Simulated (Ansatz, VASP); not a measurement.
# SnSe2: VASP beside Ansatz, part 2 of 2

One calculation is typed for both programs; each brings its own data sets. How far apart do they land? The cell is taken from a series of runs on this material, whose earlier steps may have relaxed, scaled, displaced or heated it; both programs get it as it stands.

VASP 6.6.1 and Ansatz 0.2.0.

So far: The starting structure; Ansatz: zone-centre phonons, PBEsol with D3(BJ).

**3. VASP: zone-centre phonons, PBEsol with D3(BJ)**

Level of this step: PBEsol with D3(BJ); plane waves and PAW (Se, Sn_d) (VASP).

The same cell, functional, mesh and smearing now go to VASP, with its own data sets.

Lines of VASP's logs that name or quote its potential files are left out, and so is its time.

INCAR reads:

```
SYSTEM = SnSe2
PREC = Accurate
ENCUT = 500
EDIFF = 1E-08
NELM = 120
ISMEAR = 0
SIGMA = 0.02
LREAL = .FALSE.
ALGO = Normal
GGA = PS
IVDW = 12
NBANDS = 19
LORBIT = 11
LWAVE = .FALSE.
LCHARG = .FALSE.
ISIF = 2
IBRION = 6
NFREE = 2
POTIM = 0.015
NSW = 1
LASPH = .TRUE.
GGA_COMPAT = .FALSE.
KPAR = 2
```

POSCAR reads:

```
SnSe2
1.0
    3.7511877612      0.0000000000      0.0000000000
   -1.8755938806      3.2486238956      0.0000000000
    0.0000000000      0.0000000000      5.4152701046
Se Sn
2 1
Direct
    0.3333333333      0.6666666667      0.2928850781
    0.6666666667      0.3333333333      0.7071149219
    0.0000000000      0.0000000000      0.0000000000
```

KPOINTS reads:

```
Automatic mesh
0
Gamma
12 12 6
0 0 0
```

Potentials, in the order of the species: Se and Sn_d (PBE family, release 64).

The run is started by

```sh
mpirun -np 2 vasp_std
```

Numbers of over 12 decimals in the logs are rounded to 6 here.

The program printed:

```text
[banner, memory and clock lines left out]
running    2 mpi-ranks, on    1 nodes
 distrk:  each k-point on    1 cores,    2 groups
 distr:  one band on    1 cores,    1 groups

 POSCAR found type information on POSCAR SeSn
 POSCAR found :  2 types and       3 ions
|                                                                             |
|               ----> ADVICE to this user running VASP <----                  |
|                                                                             |
|     You enforced a specific xc type in the INCAR file but a different       |
|     [... a line on the potential file left out ...]
|     I HOPE YOU KNOW WHAT YOU ARE DOING!                                     |
|                                                                             |

 LDA part: xc-table for (Slater+PW92), standard interpolation
 POSCAR, INCAR and KPOINTS ok, starting setup
 FFT: planning ... GRIDC
 FFT: planning ... GRID_SOFT
 FFT: planning ... GRID
 WAVECAR not read
 entering main loop
       N       E                     dE             d eps       ncg     rms          rms(c)
DAV:   1     0.200328255659E+03    0.20033E+03   -0.12118E+04  3879   0.160E+03
DAV:   2     0.892226306275E+01   -0.19141E+03   -0.18499E+03  4059   0.397E+02
DAV:   3    -0.122702642128E+02   -0.21193E+02   -0.20710E+02  4656   0.115E+02
DAV:   4    -0.129752692757E+02   -0.70501E+00   -0.70285E+00  4571   0.213E+01
DAV:   5    -0.129907452650E+02   -0.15476E-01   -0.15473E-01  4958   0.337E+00    0.574E+00
DAV:   6    -0.128008525725E+02    0.18989E+00   -0.36700E-01  5600   0.718E+00    0.360E+00
DAV:   7    -0.127780986261E+02    0.22754E-01   -0.10975E-01  4490   0.237E+00    0.960E-01
DAV:   8    -0.127769700671E+02    0.11286E-02   -0.77430E-03  4759   0.823E-01    0.251E-01
DAV:   9    -0.127769003071E+02    0.69760E-04   -0.10534E-03  4027   0.226E-01    0.698E-02
DAV:  10    -0.127769029436E+02   -0.26365E-05   -0.94253E-05  4587   0.703E-02    0.234E-02
DAV:  11    -0.127769092075E+02   -0.62639E-05   -0.17878E-05  3971   0.255E-02    0.780E-03
DAV:  12    -0.127769095722E+02   -0.36470E-06   -0.93462E-07  4337   0.763E-03    0.380E-03
DAV:  13    -0.127769095543E+02    0.17857E-07   -0.29362E-07  4344   0.472E-03    0.828E-04
DAV:  14    -0.127769095432E+02    0.11094E-07   -0.38320E-08  4232   0.158E-03    0.367E-04
DAV:  15    -0.127769095307E+02    0.12477E-07   -0.35466E-09  2434   0.480E-04    0.139E-04
DAV:  16    -0.127769095329E+02   -0.21200E-08   -0.49177E-10  2023   0.184E-04
   1 F= -.13937885E+02 E0= -.13937835E+02  d E =-.996278E-04
[... from here on, the cycles between the ionic steps are left out ...]
   2 F= -.13937318E+02 E0= -.13937271E+02  d E =-.941603E-04
   3 F= -.13937318E+02 E0= -.13937271E+02  d E =-.941637E-04
   4 F= -.13937186E+02 E0= -.13937136E+02  d E =-.100724E-03
   5 F= -.13936537E+02 E0= -.13936487E+02  d E =-.989465E-04
   6 F= -.13937204E+02 E0= -.13937154E+02  d E =-.996173E-04
   7 F= -.13937204E+02 E0= -.13937154E+02  d E =-.996173E-04
   8 F= -.13936232E+02 E0= -.13936183E+02  d E =-.996007E-04
 Finite differences progress:
  Degree of freedom:   4/  4
  Displacement:        1/  2
  Total:               7/  8
 bond charge predicted
       N       E                     dE             d eps       ncg     rms          rms(c)
DAV:   1    -0.127642695349E+02    0.10989E-01   -0.43686E+00  4912   0.117E+01    0.416E-01
DAV:   2    -0.127752617278E+02   -0.10992E-01   -0.12389E-01  5169   0.253E+00    0.158E-01
DAV:   3    -0.127753143658E+02   -0.52638E-04   -0.20364E-03  4507   0.382E-01    0.936E-02
DAV:   4    -0.127752671348E+02    0.47231E-04   -0.14990E-04  5441   0.991E-02    0.506E-02
DAV:   5    -0.127752586661E+02    0.84688E-05   -0.48421E-05  4426   0.540E-02    0.162E-02
DAV:   6    -0.127752583289E+02    0.33719E-06   -0.81981E-06  4502   0.162E-02    0.823E-03
DAV:   7    -0.127752583703E+02   -0.41417E-07   -0.29411E-06  4204   0.134E-02    0.210E-03
DAV:   8    -0.127752583733E+02   -0.30304E-08   -0.22121E-07  4187   0.390E-03    0.594E-04
DAV:   9    -0.127752583811E+02   -0.77794E-08   -0.93790E-09  2476   0.718E-04
   9 F= -.13936232E+02 E0= -.13936183E+02  d E =-.996007E-04
 Finite differences progress:
  Degree of freedom:   4/  4
  Displacement:        2/  2
  Total:               8/  8
```

Parts of OUTCAR (step 3):

```text
ion  position               nearest neighbor table
   1  0.333  0.667  0.293-   3 2.68   3 2.68   3 2.68
   2  0.667  0.333  0.707-   3 2.68   3 2.68   3 2.68
   3  0.000  0.000  0.000-   1 2.68   2 2.68   2 2.68   1 2.68   2 2.68   1 2.68

  LATTYP: Found a hexagonal cell.
 ALAT       =     3.7511877612
 C/A-ratio  =     1.4436147827

 Subroutine GETGRP returns: Found 12 space group operations
 (whereof 12 operations were pure point group operations)

The static configuration has the point symmetry D_3d.

 Found    100 irreducible k-points:

   k-points           NKPTS =    100   k-points in BZ     NKDIM =    100   number of bands    NBANDS=     19

   dimension x,y,z NGX =    28 NGY =   28 NGZ =   40
   dimension x,y,z NGXF=    56 NGYF=   56 NGZF=   80

   ENCUT  =  500.0 eV  36.75 Ry    6.06 a.u.   6.84  6.84  9.87*2*pi/ulx,y,z

   NELECT =      26.0000    total number of electrons

 k-points in reciprocal lattice and weights: Automatic mesh
   0.00000000  0.00000000  0.00000000       0.001
   0.08333333 -0.00000000  0.00000000       0.007
   0.16666667  0.00000000  0.00000000       0.007
   0.25000000 -0.00000000  0.00000000       0.007
   0.33333333  0.00000000  0.00000000       0.007
   0.41666667 -0.00000000  0.00000000       0.007
   0.50000000 -0.00000000  0.00000000       0.003
   0.08333333  0.08333333  0.00000000       0.007
   0.16666667  0.08333333  0.00000000       0.014
[...]
0.33333333  0.25000000  0.50000000       0.014
   0.33333333  0.33333333  0.50000000       0.002

 Edisp (eV)   -1.16097

 average (electrostatic) potential at core
       1 -51.6722       2 -51.7407       3-100.5895

 E-fermi :   6.4301

 k-point     1 :       0.0000    0.0000    0.0000
  band No.  band energies     occupation
    ...
      9       5.0782      2.00000
     10       5.0782      2.00000
     11       5.3381      2.00000
     12       5.3381      2.00000
     13       6.3082      2.00000
     14       6.9704      0.00000
     15       9.1530      0.00000
     16      10.8361      0.00000
     17      10.8361      0.00000
     18      14.2376      0.00000
    ...

 k-point     2 :       0.0833   -0.0000    0.0000
  band No.  band energies     occupation
    ...
      8      -1.2192      2.00000
      9       4.1054      2.00000
     10       4.6314      2.00000
     11       4.8899      2.00000
     12       5.6728      2.00000
     13       6.5618      0.00000
     14       7.7397      0.00000
     15       9.4139      0.00000
     16      10.4593      0.00000
     17      10.8729      0.00000
    ...

 k-point     3 :       0.1667    0.0000    0.0000
  band No.  band energies     occupation
    ...
      8      -1.0609      2.00000
      9       2.7748      2.00000
     10       4.0100      2.00000
     11       4.0636      2.00000
     12       5.9313      2.00000
     13       6.5063      0.00000
     14       8.4550      0.00000
     15       9.7320      0.00000
     16      10.4857      0.00000
     17      10.9156      0.00000
    ...

 Edisp (eV)   -1.16097

  Total       1.85541     1.85541     1.86126     0.00000     0.00000     0.00000
  in kB      45.04649    45.04649    45.18868     0.00000     0.00000     0.00000
  external pressure =       45.09 kB  Pullay stress =        0.00 kB

  energy-cutoff  :      500.00
  volume of cell :       65.99
      direct lattice vectors                 reciprocal lattice vectors
     3.751187761  0.000000000  0.000000000     0.266582230  0.153911322  0.000000000
    -1.875593881  3.248623896  0.000000000     0.000000000  0.307822645  0.000000000
     0.000000000  0.000000000  5.415270105     0.000000000  0.000000000  0.184662996

 POSITION                                       TOTAL-FORCE (eV/Angst)
 -----------------------------------------------------------------------------------
     -0.00000      2.16575      1.58605         0.000000      0.000000     -0.087310
      1.87559      1.08287      3.82922        -0.000000      0.000000     -0.132942
      0.00000      0.00000     -0.01500         0.000000     -0.000000      0.220252
 -----------------------------------------------------------------------------------
    total drift:                                0.000001     -0.000000     -0.000080

  FREE ENERGIE OF THE ION-ELECTRON SYSTEM (eV)
  ---------------------------------------------------
  free  energy   TOTEN  =       -13.9362324117 eV

  energy  without entropy=      -13.9361328110  energy(sigma->0) =      -13.93618261

 Eigenvectors and eigenvalues of the dynamical matrix
 ----------------------------------------------------

   1 f  =    7.277353 THz    45.724956 2PiTHz  242.746358 cm-1    30.096699 meV
             X         Y         Z           dx          dy          dz
     -0.000000  2.165749  1.586052     0.000000    0.000000   -0.463238
      1.875594  1.082875  3.829218     0.000000    0.000000   -0.463238
      0.000000  0.000000  0.000000    -0.000000   -0.000000    0.755527

   2 f  =    5.794456 THz    36.407642 2PiTHz  193.282253 cm-1    23.963934 meV
             X         Y         Z           dx          dy          dz
     -0.000000  2.165749  1.586052     0.000000    0.000000    0.707107
      1.875594  1.082875  3.829218    -0.000000    0.000000   -0.707107
      0.000000  0.000000  0.000000    -0.000000   -0.000000   -0.000000

   3 f  =    4.688893 THz    29.461185 2PiTHz  156.404643 cm-1    19.391696 meV
             X         Y         Z           dx          dy          dz
     -0.000000  2.165749  1.586052    -0.000003   -0.464048    0.000000
      1.875594  1.082875  3.829218    -0.000003   -0.464048   -0.000000
      0.000000  0.000000  0.000000     0.000006    0.754533    0.000000

   4 f  =    4.688893 THz    29.461185 2PiTHz  156.404643 cm-1    19.391696 meV
             X         Y         Z           dx          dy          dz
     -0.000000  2.165749  1.586052    -0.464048    0.000003    0.000000
      1.875594  1.082875  3.829218    -0.464048    0.000003   -0.000000
      0.000000  0.000000  0.000000     0.754533   -0.000006   -0.000000

   5 f  =    4.662113 THz    29.292921 2PiTHz  155.511354 cm-1    19.280942 meV
             X         Y         Z           dx          dy          dz
     -0.000000  2.165749  1.586052    -0.000000   -0.707107    0.000000
      1.875594  1.082875  3.829218     0.000000    0.707107   -0.000000
      0.000000  0.000000  0.000000     0.000000   -0.000000   -0.000000

   6 f  =    4.662113 THz    29.292921 2PiTHz  155.511354 cm-1    19.280942 meV
             X         Y         Z           dx          dy          dz
     -0.000000  2.165749  1.586052     0.707107   -0.000000   -0.000000
      1.875594  1.082875  3.829218    -0.707107    0.000000    0.000000
      0.000000  0.000000  0.000000    -0.000000   -0.000000    0.000000

   7 f/i=    0.000368 THz     0.002311 2PiTHz    0.012269 cm-1     0.001521 meV
             X         Y         Z           dx          dy          dz
     -0.000000  2.165749  1.586052    -0.000000   -0.000000   -0.534238
      1.875594  1.082875  3.829218    -0.000000   -0.000000   -0.534238
      0.000000  0.000000  0.000000    -0.000000   -0.000000   -0.655118

   8 f/i=    0.007346 THz     0.046154 2PiTHz    0.245027 cm-1     0.030379 meV
             X         Y         Z           dx          dy          dz
     -0.000000  2.165749  1.586052     0.042287   -0.531857    0.000000
      1.875594  1.082875  3.829218     0.042287   -0.531857    0.000000
      0.000000  0.000000  0.000000     0.052015   -0.654198    0.000000

   9 f/i=    0.007346 THz     0.046154 2PiTHz    0.245027 cm-1     0.030379 meV
             X         Y         Z           dx          dy          dz
     -0.000000  2.165749  1.586052    -0.531857   -0.042287    0.000000
      1.875594  1.082875  3.829218    -0.531857   -0.042287    0.000000
      0.000000  0.000000  0.000000    -0.654198   -0.052015    0.000000

 ELASTIC MODULI CONTR FROM IONIC RELAXATION (kBar)
 Direction    XX          YY          ZZ          XY          YZ          ZX
 --------------------------------------------------------------------------------
 XX        -110.5246    -59.6233   -211.5001      0.0000     78.1562     -0.0000
 YY         -59.6233   -110.5246   -211.5001      0.0000    -78.1562     -0.0000
 ZZ        -211.5001   -211.5001   -525.8049      0.0000     -0.0000     -0.0000
 XY           0.0000      0.0000      0.0000    -25.4507     -0.0000     78.1562
 YZ          78.1562    -78.1562     -0.0000     -0.0000   -240.0092      0.0000
 ZX          -0.0000     -0.0000     -0.0000     78.1562      0.0000   -240.0090
 --------------------------------------------------------------------------------

 total charge
# of ion       s       p       d       tot
------------------------------------------
    1        1.497   2.296   0.042   3.835
    2        1.497   2.296   0.042   3.835
    3        1.093   1.071  10.112  12.276
--------------------------------------------------
tot          4.087   5.663  10.196  19.946

[... 3 further parts left out ...]
```

CONTCAR:

```
SnSe2
   1.00000000000000
     3.7511877612000002    0.0000000000000000    0.0000000000000000
    -1.8755938806000001    3.2486238956000002    0.0000000000000000
     0.0000000000000000    0.0000000000000000    5.4152701046000002
  Se              Sn
     2     1
Direct
     0.3333333332999970    0.6666666667000030    0.2928850780999994
     0.6666666667000030    0.3333333332999970    0.7071149219000006
     0.0000000000000000    0.0000000000000000   -0.0027699449353890
```

The last energy, forces, stress and levels in OUTCAR belong to the last displaced cell, not to the cell of POSCAR.

Levels, forces or a CONTCAR printed for this step are those of its last displaced cell, not of the structure at rest.

**4. Differences**

Known differences besides the potentials themselves: the data sets hold 46 valence electrons in Ansatz (on its PAW soft_1 files) and 26 in VASP; the cutoff is 420 eV in Ansatz and 500 eV in VASP; Ansatz makes its cores anew for this functional, VASP keeps those of its PBE data sets; Ansatz takes the dispersion share of the force constants at frozen C6 weights, VASP differentiates the full forces; VASP uses finite displacements, Ansatz perturbation theory. Total energies have different zeros and are not compared.

The two programs side by side:

```tsv
quantity	Ansatz	VASP	difference
optical mode 1 to 2 (cm⁻¹)	155.1	155.5	-0.25 %
optical mode 3 to 4 (cm⁻¹)	156.3	156.4	-0.05 %
optical mode 5 (cm⁻¹)	192.7	193.3	-0.30 %
optical mode 6 (cm⁻¹)	242.0	242.7	-0.31 %
```

Modes are paired by rising frequency, not by their patterns, so a pair may set unlike modes beside each other; they are those without the splitting of longitudinal modes.

**5. What came out**

| Item | Value |
| --- | --- |
| r.m.s. difference of the optical zone-centre modes, each program's sorted by frequency (zone-centre phonons, PBEsol with D3(BJ)) | 0.45 cm⁻¹ |

**Reading.** The r.m.s. difference of the optical zone-centre modes, each program's sorted by frequency is 0.45 cm⁻¹ (zone-centre phonons, PBEsol with D3(BJ)). The data sets hold unlike numbers of valence electrons (46 in Ansatz and 26 in VASP), so part of the differences comes from the potentials. How closely two codes agree says nothing of how well the functional describes the real material.

[Lines on the potential files, build, host, timing and source positions are cut from VASP's logs without a mark.]

[Logs are printed without paths, hosts, clocks, repeated set-up lines and the standing remarks that a program may print on its own settings, such as how far it seeks lower states.]

[Hosts, paths, dates, database ids (printed as entryN), source tags and the programs' standing remarks are cut or masked in the printed files.]
